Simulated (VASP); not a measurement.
Method: PBE GGA, VASP's PBE PAW potentials (set 64) (plane waves; VASP).

The input files of a VASP run:

KPOINTS:
```
Automatic mesh
0
Gamma
5 5 3
0 0 0
```

**POSCAR**
```
NdAs
1
    4.6690390000     0.0000000000     0.0000000000
   -2.3345190000     4.0435060000     0.0000000000
    0.0000000000     0.0000000000     7.6468080000
Nd As
2 2
Direct
  0.6666670000   0.3333330000   0.0000000000
  0.3333330000   0.6666670000   0.5000000000
  0.6666670000   0.3333330000   0.6252000000
  0.3333330000   0.6666670000   0.1252000000
```

### INCAR
```
# general
SYSTEM  = NdAs
PREC    = Accurate
ENCUT   = 400
LREAL   = .False.
LASPH   = .True.

# electronic loop
EDIFF   = 1E-6
NELM    = 100
ALGO    = Normal
LMAXMIX = 6

# smearing
ISMEAR  = 0
SIGMA   = 0.05

# functional
GGA     = PE

# ions
ISIF    = 2

# output
LWAVE   = .False.
LCHARG  = .False.
```

POTCAR, in this order: Nd_3 As (PBE.64 set). Program: vasp_std.

Output of the run:

File OUTCAR:
```
 ion  position               nearest neighbor table
   1  0.667  0.333  0.000-   4 2.86   4 2.86   4 2.86   3 2.87
   2  0.333  0.667  0.500-   3 2.86   3 2.86   3 2.86   4 2.87
   3  0.667  0.333  0.625-   2 2.86   2 2.86   2 2.86   1 2.87
   4  0.333  0.667  0.125-   1 2.86   1 2.86   1 2.86   2 2.87
  LATTYP: Found a hexagonal cell.
 ALAT       =     4.6690390000
 C/A-ratio  =     1.6377691426
 Subroutine PRICEL returns:
 Original cell was already a primitive cell.
 Subroutine GETGRP returns: Found 12 space group operations
The static configuration has the point symmetry C_3v.
 The point group associated with its full space group is C_6v.
The dynamic configuration has the point symmetry C_3v.
 Subroutine INISYM returns: Found 12 space group operations
 Subroutine IBZKPT returns following result:
 Found     10 irreducible k-points:

 Following reciprocal coordinates:
            Coordinates               Weight
  0.000000  0.000000  0.000000      1.000000
  0.200000  0.000000  0.000000      6.000000
  0.400000  0.000000  0.000000      6.000000
  0.200000  0.200000  0.000000      6.000000
  0.400000  0.200000  0.000000      6.000000
  0.000000  0.000000  0.333333      2.000000
  0.200000  0.000000  0.333333     12.000000
  0.400000  0.000000  0.333333     12.000000
  0.200000  0.200000  0.333333     12.000000
  0.400000  0.200000  0.333333     12.000000
   k-points           NKPTS =     10   k-points in BZ     NKDIM =     10   number of bands    NBANDS=     20
   number of dos      NEDOS =    301   number of ions     NIONS =      4
   total plane-waves  NPLWV =  45000
   dimension x,y,z NGX =    30 NGY =   30 NGZ =   50
   dimension x,y,z NGXF=    60 NGYF=   60 NGZF=  100
   ions per type =               2   2
   PREC   = accura    normal or accurate (medium, high low for compatibility)
   ISTART =      0    job   : 0-new  1-cont  2-samecut
   ICHARG =      2    charge: 1-file 2-atom 10-const
   ISPIN  =      1    spin polarized calculation?
   LNONCOLLINEAR =      F non collinear calculations
   LSORBIT =      F    spin-orbit coupling
   INIWAV =      1    electr: 0-lowe 1-rand  2-diag
   ENCUT  =  400.0 eV  29.40 Ry    5.42 a.u.   7.61  7.61 12.47*2*pi/ulx,y,z
   NELM   =    100;   NELMIN=  2; NELMDL= -5     # of ELM steps
   EDIFF  = 0.1E-05   stopping-criterion for ELM
   LREAL  =      F    real-space projection
   NLSPLINE    = F    spline interpolate recip. space projectors
   LMAXMIX     =    6 max onsite mixed and CHGCAR
   VOSKOWN=      0    Vosko Wilk Nusair interpolation
   EDIFFG = 0.1E-04   stopping-criterion for IOM
   NSW    =      0    number of steps for IOM
   NBLOCK =      1;   KBLOCK =      1    inner block; outer block
   IBRION =     -1    ionic relax: 0-MD 1-quasi-New 2-CG
   NFREE  =      0    steps in history (QN), initial steepest desc. (CG)
   ISIF   =      2    stress and relaxation
   ISYM   =      2    0-nonsym 1-usesym 2-fastsym
   TEIN   =    0.0    initial temperature
   TEBEG  =    0.0;   TEEND  =   0.0 temperature during run
   SMASS  =  -3.00    Nose mass-parameter (am)
   PSTRESS=    0.0 pullay stress
   NELECT =      32.0000    total number of electrons
   EFERMI =   0.00;   METHOD = LEGACY
   ISMEAR =     0;   SIGMA  =   0.05  broadening in eV -4-tet -1-fermi 0-gaus
   IALGO  =     38    algorithm
   LDIAG  =      T    sub-space diagonalisation (order eigenvalues)
   IMIX   =      4    mixing-type and parameters
     AMIX     =   0.40;   BMIX     =  1.00
     AMIX_MAG =   1.60;   BMIX_MAG =  1.00
     AMIN     =   0.10
   GGA     = PE    functional components
   VOSKOWN =     0    Vosko Wilk Nusair interpolation
   LHFCALC =     F    Hartree Fock is set to
   LHFONE  =     F    Hartree Fock one center treatment
   AEXX    =    0.0000 exact exchange contribution
...
```

File OSZICAR:
```
       N       E                     dE             d eps       ncg     rms          rms(c)
DAV:   1     0.215740407118E+03    0.21574E+03   -0.12566E+04   400   0.114E+03
DAV:   2    -0.604421752158E+01   -0.22178E+03   -0.21356E+03   452   0.302E+02
DAV:   3    -0.233359089691E+02   -0.17292E+02   -0.17142E+02   684   0.647E+01
DAV:   4    -0.242119568672E+02   -0.87605E+00   -0.87462E+00   584   0.136E+01
DAV:   5    -0.242356966014E+02   -0.23740E-01   -0.23735E-01   572   0.208E+00    0.800E+00
DAV:   6    -0.229833998119E+02    0.12523E+01   -0.34647E+00   472   0.702E+00    0.449E+00
DAV:   7    -0.228943198179E+02    0.89080E-01   -0.10583E+00   600   0.435E+00    0.143E+00
DAV:   8    -0.228931383958E+02    0.11814E-02   -0.14472E-01   572   0.180E+00    0.404E-01
DAV:   9    -0.228939687633E+02   -0.83037E-03   -0.16996E-02   484   0.636E-01    0.167E-01
DAV:  10    -0.228955096415E+02   -0.15409E-02   -0.21696E-03   568   0.225E-01    0.342E-02
DAV:  11    -0.228956686598E+02   -0.15902E-03   -0.33798E-04   472   0.985E-02    0.186E-02
DAV:  12    -0.228956755183E+02   -0.68585E-05   -0.47893E-05   612   0.357E-02    0.625E-03
DAV:  13    -0.228956790356E+02   -0.35173E-05   -0.14152E-05   408   0.185E-02    0.302E-03
DAV:  14    -0.228956788319E+02    0.20372E-06   -0.32144E-06   408   0.847E-03
   1 F= -.22895679E+02 E0= -.22895679E+02  d E =-.301977E-16
```

File OUTCAR:
```
------------------------ aborting loop because EDIFF is reached ----------------------------------------
  FORCE on cell =-STRESS in cart. coord.  units (eV):
  Direction    XX          YY          ZZ          XY          YZ          ZX
  --------------------------------------------------------------------------------------
  Total        1.6588462      1.6588459      0.1558471      0.0000002      0.0000000      0.0000000
  in kB       18.4098787     18.4098752      1.7295913      0.0000023      0.0000000      0.0000000
  external PRESSURE =      12.8497817 kB  Pullay stress =       0.0000000 kB
  volume of cell :      144.37
      direct lattice vectors                 reciprocal lattice vectors
     4.669039000  0.000000000  0.000000000     0.214176836  0.123655039  0.000000000
    -2.334519000  4.043506000  0.000000000     0.000000000  0.247310131  0.000000000
     0.000000000  0.000000000  7.646808000     0.000000000  0.000000000  0.130773520
 POSITION                                       TOTAL-FORCE (eV/Angst)
 -----------------------------------------------------------------------------------
      2.33452      1.34783      0.00000         0.000000     -0.000000      0.129957
     -0.00000      2.69567      3.82340        -0.000000      0.000000      0.129957
      2.33452      1.34783      4.78078        -0.000000     -0.000000     -0.129957
     -0.00000      2.69567      0.95738         0.000000      0.000000     -0.129957
 -----------------------------------------------------------------------------------
    total drift:                                0.000345     -0.000199      0.001306
  FREE ENERGIE OF THE ION-ELECTRON SYSTEM (eV)
  ---------------------------------------------------
  free  energy   TOTEN  =       -22.8956788319 eV

  energy  without entropy=      -22.8956788319  energy(sigma->0) =      -22.89567883
```
(Selected blocks of OUTCAR.)

The 4f electrons are frozen in the core of the lanthanide potential, so 4f levels, which can set the real gap, and their magnetism are missing.

The structure was generated: NdAs was put into the wurtzite type (P6_3mc), which need not be its known phase. The cell was not relaxed at this level.
